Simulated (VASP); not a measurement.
All values below come from PBEsol GGA, VASP's PBE PAW potentials (set 64) (plane waves; VASP).

VASP input:

POSCAR:
```
Sn
1
   -2.5969796052     2.5969796052     1.4080630705
    2.5969796052    -2.5969796052     1.4080630705
    2.5969796052     2.5969796052    -1.4080630705
Sn
2
Direct
  0.2500000000   0.7500000000   0.5000000000
  1.0000000000   1.0000000000   1.0000000000
```

File KPOINTS:
```
Automatic
0
Gamma
  15 15 15
0 0 0
```

### INCAR
```
NELM = 100
SIGMA = 0.1
SYSTEM = Sn
ISMEAR = 1   # Methfessel-Paxton
IBRION = 2   # conjugate gradients
ALGO = Normal   # blocked Davidson
LREAL = .FALSE.   # projection in real space or not
PREC = Accurate
ENCUT = 500   # plane-wave cut-off (eV)
NSW = 40
LMAXMIX = 4   # l cut-off of mixed one-centre charges
LWAVE = .FALSE.
EDIFFG = -0.02
LCHARG = .FALSE.
ISIF = 3   # ions, shape and volume
GGA = PS   # PBEsol
LASPH = .TRUE.   # aspherical one-centre terms
EDIFF = 1E-6
PSTRESS = 450   # kbar
```

POTCAR, in this order: Sn_d (PBE.64 set). Program: vasp_std.

Output of the run:

### OSZICAR
```
       N       E                     dE             d eps       ncg     rms          rms(c)
DAV:   1     0.197264148790E+03    0.19726E+03   -0.14635E+04 10630   0.269E+03
DAV:   2     0.880431955039E+01   -0.18846E+03   -0.18596E+03 10380   0.451E+02
DAV:   3    -0.663870368521E+01   -0.15443E+02   -0.15264E+02 11658   0.134E+02
DAV:   4    -0.705803185018E+01   -0.41933E+00   -0.41813E+00 12534   0.233E+01
DAV:   5    -0.707238396912E+01   -0.14352E-01   -0.14333E-01 14304   0.387E+00    0.465E+00
DAV:   6    -0.697772128823E+01    0.94663E-01   -0.65268E-02 13854   0.503E+00    0.255E+00
DAV:   7    -0.693304457333E+01    0.44677E-01   -0.46074E-02 13830   0.397E+00    0.213E-01
DAV:   8    -0.693144267637E+01    0.16019E-02   -0.42569E-03 13284   0.109E+00    0.336E-02
DAV:   9    -0.693145091579E+01   -0.82394E-05   -0.10183E-04 14530   0.114E-01    0.247E-02
DAV:  10    -0.693144673614E+01    0.41797E-05   -0.52884E-06 12224   0.279E-02    0.268E-03
DAV:  11    -0.693144737661E+01   -0.64048E-06   -0.60324E-07  6262   0.136E-02
   1 F= 0.37374886E+01 E0= 0.37374363E+01  d E =0.373749E+01
       N       E                     dE             d eps       ncg     rms          rms(c)
DAV:   1    -0.693387368802E+01   -0.24270E-02   -0.17479E-02 12674   0.125E+00    0.126E-01
DAV:   2    -0.693343351542E+01    0.44017E-03   -0.89419E-04 12912   0.532E-01    0.765E-02
DAV:   3    -0.693320387891E+01    0.22964E-03   -0.51437E-04 14848   0.368E-01    0.111E-02
DAV:   4    -0.693320862088E+01   -0.47420E-05   -0.73321E-05 11078   0.103E-01    0.602E-03
DAV:   5    -0.693320818996E+01    0.43092E-06   -0.18786E-06  7830   0.258E-02
   2 F= 0.37374306E+01 E0= 0.37373915E+01  d E =-.579540E-04
```

OUTCAR:
```
------------------------ aborting loop because EDIFF is reached ----------------------------------------
  FORCE on cell =-STRESS in cart. coord.  units (eV):
  Direction    XX          YY          ZZ          XY          YZ          ZX
  --------------------------------------------------------------------------------------
  Total       10.6892932     10.6892932     10.6839407      0.0000000      0.0000000      0.0000000
  in kB      450.7866890    450.7866890    450.5609619      0.0000000      0.0000000      0.0000000
  external PRESSURE =       0.7114466 kB  Pullay stress =     450.0000000 kB
  volume of cell :       37.99
      direct lattice vectors                 reciprocal lattice vectors
    -2.598826006  2.598826006  1.406287414     0.000000000  0.192394565  0.355546096
     2.598826006 -2.598826006  1.406287414     0.192394565  0.000000000  0.355546096
     2.598826006  2.598826006 -1.406287414     0.192394565  0.192394565  0.000000000
 POSITION                                       TOTAL-FORCE (eV/Angst)
 -----------------------------------------------------------------------------------
      2.59883      0.00000      0.70314         0.000000     -0.000000     -0.000000
     -2.59883      2.59883      1.40629        -0.000000      0.000000      0.000000
 -----------------------------------------------------------------------------------
    total drift:                                0.000000      0.000000     -0.000000
  FREE ENERGIE OF THE ION-ELECTRON SYSTEM (eV)
  ---------------------------------------------------
  free  energy   TOTEN  =        -6.9332081900 eV

  energy  without entropy=       -6.9333257260  energy(sigma->0) =       -6.93324737
  enthalpy is  TOTEN    =         3.7374306479 eV   P V=       10.6706388378

 reached required accuracy - stopping structural energy minimisation
```
(Selected blocks of OUTCAR.)

CONTCAR:
```
Sn
   1.00000000000000
    -2.5988260064622075    2.5988260064622075    1.4062874141063280
     2.5988260064622075   -2.5988260064622075    1.4062874141063280
     2.5988260064622075    2.5988260064622075   -1.4062874141063280
  Sn
     2
Direct
     0.2500000000000000    0.7500000000000000    0.5000000000000000
     1.0000000000000000    0.0000000000000000    0.0000000000000000
```

The compound is Sn in the beta structure. This run relaxes it under an external pressure of 45 GPa. Symmetry was kept, so distortions that lower it aren't found.
